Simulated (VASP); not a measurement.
Here is a VASP 6.6.1 calculation.

The input INCAR:

```
PREC = Accurate ; ENCUT = 520
EDIFF = 1E-6 ; ISMEAR = -1
SIGMA = 0.15 ; LREAL = F
LASPH = T ; NELM = 100
ALGO = Fast ; ISIF = 2
LWAVE = F ; LCHARG = F
GGA = CA ; NBANDS = 29
```

KPOINTS

```
Automatic mesh
0
Gamma
  5 5 5
```

POSCAR

```
LiGa3
1.0
    4.0715480000      0.0000000000      0.0000000000
    0.0000000000      4.0715480000      0.0000000000
    0.0000000000      0.0000000000      4.0715480000
Li Ga
1 3
Direct
    0.0000000000     -0.0049121366      0.0000000000
    0.5000000000      0.0000000000      0.5000000000
    0.0000000000      0.5000000000      0.5000000000
    0.5000000000      0.5000000000      0.0000000000
```

Potentials or basis: VASP PAW LDA potentials, release 64 (Li_sv, Ga_d).

Command:

```console
$ cat potpaw_LDA.64/Li_sv/POTCAR potpaw_LDA.64/Ga_d/POTCAR > POTCAR
$ mpirun -np 1 vasp_std > vasp.out
```

Q: What does it give for the band gap on the k mesh?

A: None (metal or under the smearing width).

Q: What does it give for the largest force?

A: 0.036 eV/Å.

Forces in eV/Å, atoms in the order of the input:
```
Li   0.000  0.036  0.000
Ga   0.000  0.003  0.000
Ga   0.000 -0.020  0.000
Ga   0.000 -0.020  0.000
```
